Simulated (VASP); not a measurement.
Input of a VASP 6.6.1 run:

The input INCAR:

```
PREC = Accurate
ENCUT = 600
EDIFF = 1E-6
ISMEAR = -1
SIGMA = 0.05
LREAL = False
LASPH = True
NELM = 80
ALGO = Fast
ISIF = 3
LWAVE = False
LCHARG = False
GGA = PE
IBRION = 2
NSW = 60
EDIFFG = -0.02
```

Contents of KPOINTS:

```
Automatic mesh
0
Gamma
  8 8 3
```

File POSCAR:

```
CsLi2
1.0
    3.9663300000      0.0000000000      0.0000000000
   -1.9831700000      3.4349500000      0.0000000000
    0.0000000000      0.0000000000     10.0283800000
Cs Li
1 2
Direct
    0.0000000000      0.0000000000      0.0000000000
    0.3333300000      0.6666700000      0.3486300000
    0.3333300000      0.6666700000      0.6513700000
```

Potentials or basis: VASP PAW PBE potentials, release 54 (Cs_sv, Li_sv).

The run is started by

```sh
$ cat potpaw_PBE.54/Cs_sv/POTCAR potpaw_PBE.54/Li_sv/POTCAR > POTCAR
$ mpirun -np 1 vasp_std > vasp.out
```

Question: Predict the relaxed cell.

Answer: a = 3.970 Å, b = 3.970 Å, c = 9.932 Å, α = 90.00°, β = 90.00°, γ = 120.00°.

Question: Predict the space group after relaxing (to 0.05 Å).

Answer: P-6m2 (No. 187).

Final structure:
```
Cs Li
1.0
     3.96979   -0.00001    0.00000
    -1.98492    3.43794    0.00000
     0.00000    0.00000    9.93174
Cs Li
1 2
Direct
  0.00000 0.00000 0.00000
  0.33333 0.66667 0.34879
  0.33333 0.66667 0.65121
```

 Spin-orbit coupling is left out, which matters for the levels of Cs.
